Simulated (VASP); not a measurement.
Calculation: PBE GGA, VASP's PBE PAW potentials (set 64) (plane waves; VASP).

The input files of a VASP run:

### INCAR
```
SYSTEM = MgO
PREC = Normal
ENCUT = 500
EDIFF = 1E-8
NELM = 1
ALGO = Exact
LREAL = .FALSE.
LASPH = .TRUE.
ISMEAR = 0
SIGMA = 0.01
GGA = PE
LWAVE = .TRUE.
LCHARG = .FALSE.
NBANDS = 465
LOPTICS = .TRUE.
```

POSCAR:
```
MgO
1
    0.0000000000     2.0765510000     2.0765510000
    2.0765510000     0.0000000000     2.0765510000
    2.0765510000     2.0765510000     0.0000000000
Mg O
1 1
Direct
  0.0000000000   0.0000000000   0.0000000000
  0.5000000000   0.5000000000   0.5000000000
```

**KPOINTS**
```
Automatic mesh
0
Gamma
4 4 4
0 0 0
```

POTCAR, in this order: Mg_sv_GW O_GW_new (PBE.64 set). Program: vasp_std. Read from the step before: WAVECAR.

The run wrote:

### OSZICAR
```
       N       E                     dE             d eps       ncg     rms          rms(c)
DIA:   1    -0.259611092852E+02   -0.25961E+02    0.00000E+00     0   0.000E+00
   1 F= -.25961109E+02 E0= -.25961109E+02  d E =0.000000E+00
 imaginary and real dielectric function
```

**OUTCAR**
```


 plasma frequency squared (from intraband transitions) (eV^2)
  --------------------------------------------------------------------------------------
       0.000       0.000       0.000
       0.000       0.000       0.000
       0.000       0.000       0.000

 plasma frequency squared (from interband transitions, int dw w eps(2)(w)) (eV^2)
  --------------------------------------------------------------------------------------
    1163.593       0.000       0.000      -0.000      -0.000      -0.000
       0.000       0.000    1163.593       0.000       0.000       0.000
      -0.000       0.000       0.000      -0.000    1163.593       0.000
```
(Selected blocks of OUTCAR.)

**OUTCAR**
```
 val. band max:        4.7792682591   @ k =   0.0000   0.0000   0.0000

 cond. band min:       9.9260241286   @ k =   0.0000   0.0000   0.0000



 k-point     1 :       0.0000    0.0000    0.0000
  band No.  band energies     occupation
      1     -67.3985      2.00000
      2     -34.1215      2.00000
      3     -34.1214      2.00000
      4     -34.1214      2.00000
      5     -12.6914      2.00000
      6       4.7784      2.00000
      7       4.7793      2.00000
      8       4.7793      2.00000
      9       9.9260      0.00000
     10      20.8121      0.00000
     11      20.8121      0.00000
     12      20.8123      0.00000
     13      24.8220      0.00000
     14      26.6591      0.00000
     15      26.6591      0.00000
     16      29.9631      0.00000
     17      29.9636      0.00000
     18      29.9636      0.00000
     19      44.2359      0.00000
     20      44.2363      0.00000
     21      44.2363      0.00000
     22      45.1581      0.00000
     23      55.7775      0.00000
     24      55.7775      0.00000
     25      55.7776      0.00000
     26      61.6974      0.00000
     27      61.6974      0.00000
     28      63.1798      0.00000
     29      63.1798      0.00000
     30      63.1803      0.00000
     31      67.6613      0.00000
     32      70.9710      0.00000
     33      70.9710      0.00000
     34      79.1390      0.00000
     35      79.1390      0.00000
     36      79.1390      0.00000
     37      79.5043      0.00000
     38      79.5043      0.00000
     39      79.5045      0.00000
     40      87.0297      0.00000
     41      87.0298      0.00000
     42      87.0298      0.00000
     43      88.5746      0.00000
     44      88.5746      0.00000
     45      88.5754      0.00000
     46      90.1094      0.00000
     47      90.1095      0.00000
     48      90.1095      0.00000
     49      90.6128      0.00000
     50      92.6529      0.00000
     51      92.6534      0.00000
     52      92.6534      0.00000
...
```

The density is held fixed in this step, so its total energy and stress have no physical meaning.

The compound is MgO in the rock salt structure. This cell is one point of a volume scan, at 0.96 of the reference volume. The k-mesh is coarse (spacing up to 0.66 per Å, 2π included), so the numbers may not be converged in it.
